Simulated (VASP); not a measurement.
Input:

```yaml
crystal:
  lattice:
    - [1.77048, -3.06657, 0.00000]
    - [1.77048, 3.06657, 0.00000]
    - [0.00000, 0.00000, 5.44826]
  atoms:
    - { symbol: Er, position: [0.33333, 0.66667, 0.25000] }
    - { symbol: Er, position: [0.66667, 0.33333, 0.75000] }
```

Computed with optB86b-vdW, VASP's PBE PAW potentials (set 64) (plane waves; VASP 6.6.1). Numerical set-up: 520 eV cut-off, 13×13×8 Γ-centred mesh, tetrahedra with Blöchl corrections, potentials Er_3.

The 4f electrons are frozen in the core of the lanthanide potential, so 4f levels, which can set the real gap, and their magnetism are missing.

Question: Predict the energy per atom (σ→0), band gap (on the k-mesh) with the smallest direct gap where there is one.

Answer: 
| Property | Value |
|---|---|
| band gap (on the k-mesh) | none (metal, semimetal or under 0.01 eV) |
| energy per atom (σ→0) | -195.9 kJ/mol-atom |

The absolute energy has meaning only against runs of the same code, potentials and settings.

The compound is Er in the hcp structure. It was relaxed first.
